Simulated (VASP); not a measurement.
Calculation: TPSS meta-GGA, VASP's PBE PAW potentials (set 64) (plane waves; VASP 6.6.1).

VASP ran on this input.

KPOINTS:
```
Automatic mesh
0
Gamma
9 9 9
0 0 0
```

INCAR:
```
! general
SYSTEM =CaO
PREC   =Accurate
ENCUT  =520
LREAL  =.False.
LASPH  =.True.

! electronic loop
EDIFF  =1E-7
NELM   =100
ALGO   =Normal
LMIXTAU=.True.

! smearing
ISMEAR =0
SIGMA  =0.05

! functional
METAGGA=TPSS

! ions
ISIF   =2

! output
LWAVE  =.False.
LCHARG =.False.
```

POSCAR:
```
CaO
1
    0.0000000000     2.3608894753     2.3608894753
    2.3608894753     0.0000000000     2.3608894753
    2.3608894753     2.3608894753     0.0000000000
Ca O
1 1
Direct
  0.0000000000   0.0000000000   0.0000000000
  0.5000000000   0.5000000000   0.5000000000
```

POTCAR, in this order: Ca_sv O (PBE.64 set). Program: vasp_std.

The run wrote:

**OSZICAR**
```
       N       E                     dE             d eps       ncg     rms          rms(c)
DAV:   1     0.316015853776E+03    0.31602E+03   -0.12210E+07   840   0.233E+07
DAV:   2    -0.165605538138E+05   -0.16877E+05   -0.14345E+05  1480   0.107E+03
DAV:   3    -0.401460753736E+04    0.12546E+05   -0.37804E+04  1356   0.733E+03
DAV:   4    -0.698805748319E+03    0.33158E+04   -0.81791E+03  1464   0.170E+03
DAV:   5    -0.289603221646E+03    0.40920E+03   -0.31875E+03  1524   0.236E+02    0.109E+01
DAV:   6    -0.222257453971E+02    0.26738E+03   -0.82319E+02  1036   0.177E+02    0.167E+01
DAV:   7    -0.246007615693E+02   -0.23750E+01   -0.49168E+01   968   0.519E+01    0.121E+01
DAV:   8    -0.249285669623E+02   -0.32781E+00   -0.11626E+00  1056   0.818E+00    0.124E+01
DAV:   9    -0.250840705578E+02   -0.15550E+00   -0.39704E-02  1052   0.185E+00    0.127E+01
DAV:  10    -0.218360032537E+02    0.32481E+01   -0.18637E+01   968   0.438E+01    0.369E+00
DAV:  11    -0.216757976072E+02    0.16021E+00   -0.28504E+00  1068   0.162E+01    0.348E+00
DAV:  12    -0.216241998099E+02    0.51598E-01   -0.97488E-01   980   0.113E+01    0.795E-01
DAV:  13    -0.217416059898E+02   -0.11741E+00   -0.21825E-01  1312   0.493E+00    0.684E-01
DAV:  14    -0.218103161336E+02   -0.68710E-01   -0.45167E-01  1052   0.622E+00    0.176E+00
DAV:  15    -0.217443740337E+02    0.65942E-01   -0.34141E-01   976   0.634E+00    0.194E-01
DAV:  16    -0.217476637257E+02   -0.32897E-02   -0.14913E-02  1088   0.122E+00    0.205E-01
DAV:  17    -0.217475585244E+02    0.10520E-03   -0.66548E-04   964   0.359E-01    0.119E-01
DAV:  18    -0.217473924260E+02    0.16610E-03   -0.66858E-04  1012   0.320E-01    0.144E-02
DAV:  19    -0.217474282338E+02   -0.35808E-04   -0.13586E-04  1300   0.122E-01    0.276E-02
DAV:  20    -0.217474229405E+02    0.52933E-05   -0.31923E-05  1380   0.625E-02    0.347E-03
DAV:  21    -0.217474329076E+02   -0.99671E-05   -0.91478E-06  1196   0.341E-02    0.507E-03
DAV:  22    -0.217474328924E+02    0.15198E-07   -0.10449E-06  1056   0.143E-02    0.148E-03
DAV:  23    -0.217474331602E+02   -0.26779E-06   -0.30122E-07  1004   0.426E-03    0.176E-04
DAV:  24    -0.217474330628E+02    0.97363E-07   -0.19346E-08   448   0.196E-03
   1 F= -.21747433E+02 E0= -.21747433E+02  d E =-.647854E-15
```

### OUTCAR
```
------------------------ aborting loop because EDIFF is reached ----------------------------------------
  FORCE on cell =-STRESS in cart. coord.  units (eV):
  Direction    XX          YY          ZZ          XY          YZ          ZX
  --------------------------------------------------------------------------------------
  Total        1.2918600      1.2918600      1.2918600      0.0000000      0.0000000     -0.0000000
  in kB       78.6446315     78.6446315     78.6446315      0.0000000      0.0000000     -0.0000000
  external PRESSURE =      78.6446315 kB  Pullay stress =       0.0000000 kB
  volume of cell :       26.32
      direct lattice vectors                 reciprocal lattice vectors
     0.000000000  2.360889475  2.360889475    -0.211784586  0.211784586  0.211784586
     2.360889475  0.000000000  2.360889475     0.211784586 -0.211784586  0.211784586
     2.360889475  2.360889475  0.000000000     0.211784586  0.211784586 -0.211784586
  FREE ENERGIE OF THE ION-ELECTRON SYSTEM (eV)
  ---------------------------------------------------
  free  energy   TOTEN  =       -21.7474330628 eV

  energy  without entropy=      -21.7474330628  energy(sigma->0) =      -21.74743306
```
(Selected blocks of OUTCAR.)

The compound is CaO in the rock salt structure. This cell is one point of a volume scan, at 0.94 of the reference volume.
